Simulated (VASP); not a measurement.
Level of theory: PBE GGA, VASP's PBE PAW potentials (set 64) (plane waves; VASP 6.6.1).

Input for VASP

**POSCAR**
```
LaN
1
    3.1422690000    -2.2963250000     0.0000000000
    3.1422690000     2.2963250000     0.0000000000
   -1.1405290000     0.0000000000     6.7864240000
La N
2 2
Direct
  0.0000000000   0.5000000000   0.0000000000
  0.5000000000   0.0000000000   0.5000000000
  0.5816000000   0.4184000000   0.2500000000
  0.4184000000   0.5816000000   0.7500000000
```

File KPOINTS:
```
Automatic mesh
0
Gamma
6 6 3
0 0 0
```

### INCAR
```
SYSTEM = LaN
PREC = Accurate
ENCUT = 300
EDIFF = 1E-6
NELM = 100
ALGO = Normal
LREAL = .FALSE.
LASPH = .TRUE.
ISMEAR = 0
SIGMA = 0.05
GGA = PE
LMAXMIX = 6
LWAVE = .FALSE.
LCHARG = .FALSE.
ISIF = 2
```

POTCAR, in this order: La N (PBE.64 set). Program: vasp_std.

The resulting files:

### OUTCAR
```
 ion  position               nearest neighbor table
   1  0.000  0.500  0.000-   3 2.62   4 2.62   4 2.63   3 2.63
   2  0.500  0.000  0.500-   4 2.62   3 2.62   4 2.63   3 2.63
   3  0.582  0.418  0.250-   2 2.62   1 2.62   2 2.63   1 2.63
   4  0.418  0.582  0.750-   1 2.62   2 2.62   2 2.63   1 2.63
  LATTYP: Found a base centered monoclinic cell.
 ALAT       =     6.2845380000
 B/A-ratio  =     0.7307856202
 C/A-ratio  =     1.0950042048
 COS(beta)  =    -0.1657361282
 Subroutine PRICEL returns:
 Original cell was already a primitive cell.
 Subroutine GETGRP returns: Found  4 space group operations
The static configuration has the point symmetry S_2 .
 The point group associated with its full space group is C_2h.
The dynamic configuration has the point symmetry S_2 .
 Subroutine INISYM returns: Found  4 space group operations
 Subroutine IBZKPT returns following result:
 Found     34 irreducible k-points:

 Following reciprocal coordinates:
            Coordinates               Weight
  0.000000  0.000000  0.000000      1.000000
  0.166667 -0.000000 -0.000000      4.000000
  0.333333  0.000000  0.000000      4.000000
  0.500000  0.000000  0.000000      2.000000
  0.166667  0.166667  0.000000      2.000000
  0.333333  0.166667  0.000000      4.000000
  0.500000  0.166667 -0.000000      4.000000
 -0.333333  0.166667 -0.000000      4.000000
 -0.166667  0.166667  0.000000      2.000000
  0.333333  0.333333  0.000000      2.000000
  0.500000  0.333333  0.000000      4.000000
 -0.333333  0.333333  0.000000      2.000000
  0.500000  0.500000  0.000000      1.000000
  0.000000  0.000000  0.333333      2.000000
  0.166667 -0.000000  0.333333      4.000000
  0.333333  0.000000  0.333333      4.000000
  0.500000  0.000000  0.333333      4.000000
 -0.333333 -0.000000  0.333333      4.000000
...
```

**OSZICAR**
```
       N       E                     dE             d eps       ncg     rms          rms(c)
DAV:   1     0.326377988274E+03    0.32638E+03   -0.88422E+03  1360   0.143E+03
DAV:   2     0.324826358064E+02   -0.29390E+03   -0.28915E+03  2184   0.360E+02
DAV:   3    -0.294086083090E+02   -0.61891E+02   -0.61359E+02  2368   0.182E+02
DAV:   4    -0.350027036780E+02   -0.55941E+01   -0.55187E+01  2376   0.450E+01
DAV:   5    -0.355995026317E+02   -0.59680E+00   -0.59434E+00  2512   0.182E+01    0.127E+01
DAV:   6    -0.309503883897E+02    0.46491E+01   -0.67755E+01  2120   0.418E+01    0.929E+00
DAV:   7    -0.299163283104E+02    0.10341E+01   -0.14490E+01  2240   0.376E+01    0.360E+00
DAV:   8    -0.298548348620E+02    0.61493E-01   -0.54253E-01  2384   0.688E+00    0.139E+00
DAV:   9    -0.298454905179E+02    0.93443E-02   -0.11911E-01  2656   0.307E+00    0.410E-01
DAV:  10    -0.298467553357E+02   -0.12648E-02   -0.16871E-02  2600   0.104E+00    0.191E-01
DAV:  11    -0.298470623073E+02   -0.30697E-03   -0.22699E-03  2640   0.382E-01    0.724E-02
DAV:  12    -0.298470994879E+02   -0.37181E-04   -0.23159E-04  2464   0.108E-01    0.156E-02
DAV:  13    -0.298471040471E+02   -0.45593E-05   -0.29223E-05  2264   0.574E-02    0.426E-03
DAV:  14    -0.298471058104E+02   -0.17633E-05   -0.61214E-06  1680   0.163E-02    0.347E-03
DAV:  15    -0.298471058586E+02   -0.48228E-07   -0.83205E-07  1088   0.198E-02
   1 F= -.29847106E+02 E0= -.29847101E+02  d E =-.107146E-04
```

**OUTCAR**
```
------------------------ aborting loop because EDIFF is reached ----------------------------------------
  FORCE on cell =-STRESS in cart. coord.  units (eV):
  Direction    XX          YY          ZZ          XY          YZ          ZX
  --------------------------------------------------------------------------------------
  Total      -10.3009154    -13.5428135    -13.8811747      0.0000000      0.0000000      0.7865352
  in kB     -168.5150526   -221.5500132   -227.0853418      0.0000000      0.0000000     12.8671101
  external PRESSURE =    -205.7168025 kB  Pullay stress =       0.0000000 kB
  volume of cell :       97.94
      direct lattice vectors                 reciprocal lattice vectors
     3.142269000 -2.296325000  0.000000000     0.159120686 -0.217739214  0.026741883
     3.142269000  2.296325000  0.000000000     0.159120686  0.217739214  0.026741883
    -1.140529000  0.000000000  6.786424000     0.000000000  0.000000000  0.147353009
 POSITION                                       TOTAL-FORCE (eV/Angst)
 -----------------------------------------------------------------------------------
      1.57113      1.14816      0.00000        -0.000000      0.000000      0.000000
      1.00087     -1.14816      3.39321        -0.000000      0.000000      0.000000
      2.85714     -0.37476      1.69661         0.000000     -0.203476     -0.000000
      2.28687      0.37476      5.08982         0.000000      0.203476      0.000000
 -----------------------------------------------------------------------------------
    total drift:                                0.000000     -0.000000     -0.000000
  FREE ENERGIE OF THE ION-ELECTRON SYSTEM (eV)
  ---------------------------------------------------
  free  energy   TOTEN  =       -29.8471058586 eV

  energy  without entropy=      -29.8470951440  energy(sigma->0) =      -29.84710050
```
(Selected blocks of OUTCAR.)

At this cut-off the stress carries a Pulay error, which pulls relaxed volumes low.

The structure was generated: LaN was put into the tenorite type (C2/c), which need not be its known phase. The cell was not relaxed at this level. The run is one of a series of settings (ENCUT = 300 against the base run), some of them coarse on purpose.
